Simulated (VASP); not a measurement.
Input of a VASP 6.6.1 run:

The input INCAR:

```
PREC = Accurate
ENCUT = 520
EDIFF = 1E-6
ISMEAR = -1
SIGMA = 0.05
LREAL = Auto
LASPH = True
NELM = 80
ALGO = Normal
ISIF = 2
LWAVE = False
LCHARG = True
GGA = CA
LELF = True
LVHAR = True
NBANDS = 67
```

The input KPOINTS:

```
regular mesh
0
Gamma
  1 1 1
```

The input POSCAR:

```
LiH20ClO10
1.0
    7.0067960000      0.0000000000      0.0000000000
    0.0000000000      7.0067960000      0.0000000000
    0.0000000000      0.0000000000      7.0067960000
O H Li Cl
10 20 1 1
Direct
    0.4663186997     -0.0584575318     -0.0162271029
    0.7791007473      0.5137155413      0.8428388667
    0.5566738349      0.6061829116      0.1160872958
    0.7907893993      0.6334707047      0.4406293547
    0.1352686734      0.4383744011      0.4658334565
    0.3338758542      0.1302307074      0.3726810371
    0.8581097552      0.1856483334      0.6942545494
    0.5945798907      0.9200924360      0.6469433390
    0.8020641674      0.9861711401      0.2354999346
    0.3832707560      0.5691046236      0.6935695002
    0.4725126863     -0.1869042570      0.0461551899
    0.3294515782     -0.0690329788     -0.0606839417
    0.8866534719      0.6046558227      0.8634331583
    0.8323347790      0.3887654215      0.8045189271
    0.6304165270      0.5393906145      0.0029400028
    0.6520954799      0.6277905051      0.2212138044
    0.8939606633      0.5373069232      0.4916084327
    0.7245965203      0.6676089899      0.5625252969
    0.2341298362      0.4920651322      0.5493095560
    0.1400782897      0.4991011584      0.3430241154
    0.2617316103      0.2338443991      0.4424704244
    0.2283925492      0.0552320918      0.3254840015
    0.9256727326      0.0927099918      0.7707088946
    0.7514418858      0.1108209801      0.6382375054
    0.5663358830      0.9493212019      0.7841815289
    0.4792775471      0.9388742016      0.5741283177
    0.8776051137      0.9375897343      0.1297454643
    0.8289666204      0.8806450195      0.3273964306
    0.3751215249      0.6552352887      0.8058462099
    0.5220645784      0.5342955611      0.6913002748
    0.5443144056      0.1012731069      0.2026889323
    0.0642090907      0.8026635855      0.9225757393
```

Potentials or basis: VASP PAW LDA potentials, release 64 (O, H, Li_sv, Cl).

Run with:

```sh
$ cat potpaw_LDA.64/O/POTCAR potpaw_LDA.64/H/POTCAR potpaw_LDA.64/Li_sv/POTCAR potpaw_LDA.64/Cl/POTCAR > POTCAR
$ mpirun -np 1 vasp_gam > vasp.out
```

**Question.** Estimate the largest force.

**Answer.** 1.823 eV/Å.

**Question.** Predict the band gap on the k mesh.

**Answer.** 4.39 eV, direct.

Forces in eV/Å, atoms in the order of the input:
```
O   -1.187  0.823  0.168
O   -0.796  0.297 -0.080
O    0.251 -0.343 -0.386
O    0.979 -0.986  1.180
O   -1.151 -1.281 -0.056
O    0.387 -0.108  0.327
O    0.023  0.746 -0.122
O    1.274  0.123 -0.349
O   -0.401 -0.076  0.928
O    1.133 -0.045  0.502
H    1.194 -1.180  0.484
H   -0.013  0.437  0.118
H    0.088  0.291  0.108
H   -0.009 -0.993 -0.555
H   -0.042  0.902  0.962
H   -0.301 -0.337 -0.166
H   -0.846  1.083 -1.008
H    0.145  0.439 -0.574
H    0.788  0.962  0.922
H    0.310  0.422 -0.769
H    0.022  0.510 -0.293
H   -0.535 -0.574 -0.393
H    0.541 -0.718  0.389
H   -0.234 -0.358  0.022
H   -0.372 -0.339  0.221
H   -0.757  0.254 -0.407
H    0.518 -0.084 -1.277
H   -0.501  0.050  0.425
H   -0.473 -0.348 -0.467
H   -0.575  0.094  0.072
Li   0.314 -0.205 -0.049
Cl   0.225  0.542  0.125
```

 A hybrid or GW would open this gap; LDA tends to underestimate it.
